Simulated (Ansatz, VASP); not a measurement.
CsBa3: energy against volume and a worked fit

```cif
data_structure
_symmetry_space_group_name_H-M 'P 1'
_symmetry_Int_Tables_number 1
_cell_length_a 7.3840
_cell_length_b 7.3840
_cell_length_c 7.3840
_cell_angle_alpha 60.000
_cell_angle_beta 60.000
_cell_angle_gamma 60.000
_cell_volume 284.68
loop_
_atom_site_label
_atom_site_type_symbol
_atom_site_fract_x
_atom_site_fract_y
_atom_site_fract_z
_atom_site_occupancy
Ba1 Ba 0.50000 0.50000 0.50000 1
Ba2 Ba 0.75000 0.75000 0.75000 1
Ba3 Ba 0.25000 0.25000 0.25000 1
Cs1 Cs 0.00000 0.00000 0.00000 1
```

The cell comes from a database or a generator and needn't be the stable form of this composition.

The cell was scaled at fixed shape and fractions and run with Ansatz, Ansatz PAW, cutoff 420 eV; PBE, k mesh 5 × 5 × 5 on the cell of 4 atoms, fermi-dirac occupations of 0.05 eV, no spin polarisation, no spin-orbit coupling. Energies are those that the program minimises, any entropy of the smearing included. For a metal such a mesh isn't converged to the digits shown.

```tsv
V (Å³/atom)	energy over the lowest row (meV/atom)
66.9006	6.282
68.3240	2.949
69.7474	0.888
71.1708	0.000
72.5942	?
74.0177	1.383
75.4411	3.493
```

Question: Fit the third-order Birch-Murnaghan form, give V0, B0 and B′, and predict the energy left open.

Answer: With y = (V0/V)^(2/3), E = E0 + (9 V0 B0/16) [(y - 1)³ B′ + (y - 1)² (6 - 4y)]. Least squares through the rows shown give V0 = 71.6150 Å³/atom, E0 = -0.052 meV, B0 = 5.967 GPa (1 eV/Å³ = 160.218 GPa) and B′ = 3.08, with a largest miss of 0.000 meV. At V = 72.5942 the form with these constants gives 0.193 meV; the run gave 0.194 meV an atom. Other set-ups at this level, from all their volumes (Å³/atom, GPa): VASP, PBE PAW files Ba_sv, Cs_sv, 520 eV: V0 71.851, B0 6.019.
